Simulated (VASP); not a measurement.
All values below come from PBE GGA, VASP's PBE PAW potentials (set 64) (plane waves; VASP 6.6.1).

VASP ran on this input.

KPOINTS:
```
kpoints
0
Gamma
20 20 20
```

**INCAR**
```
SYSTEM = V
PREC = Accurate
ENCUT = 300
EDIFF = 1E-6
NELM = 100
ALGO = Normal
LREAL = .FALSE.
LASPH = .TRUE.
ISMEAR = 1
SIGMA = 0.1
GGA = PE
LMAXMIX = 4
LWAVE = .FALSE.
LCHARG = .FALSE.
ISIF = 3
IBRION = 2
NSW = 50
EDIFFG = -0.01
```

File POSCAR:
```
V
1
   -1.5061120000     1.5061120000     1.5061120000
    1.5061120000    -1.5061120000     1.5061120000
    1.5061120000     1.5061120000    -1.5061120000
V
1
Direct
  0.0000000000   0.0000000000   0.0000000000
```

POTCAR, in this order: V_sv (PBE.64 set). Program: vasp_std.

Problem. What will the output report for the number of irreducible k-points (NKPTS), largest plane-wave count, number of space-group operations, FFT grid (NGX, NGY, NGZ)?

Solution. 
```yaml
number of irreducible k-points (NKPTS): 256
largest_plane_wave_count: 177
number_of_space_group_operations: 48
FFT grid (NGX, NGY, NGZ): 16 × 16 × 16
```

The structure comes from a computed database's V entry; how it stands against other phases isn't given here. This run relaxes it. Symmetry was kept, so distortions that lower it aren't found. The run is one of a series of settings (EDIFFG = -0.01, IBRION = 2, ISIF = 3, NSW = 50 against the base run), some of them coarse on purpose. The run is not spin-polarised, so no magnetic state was tried.
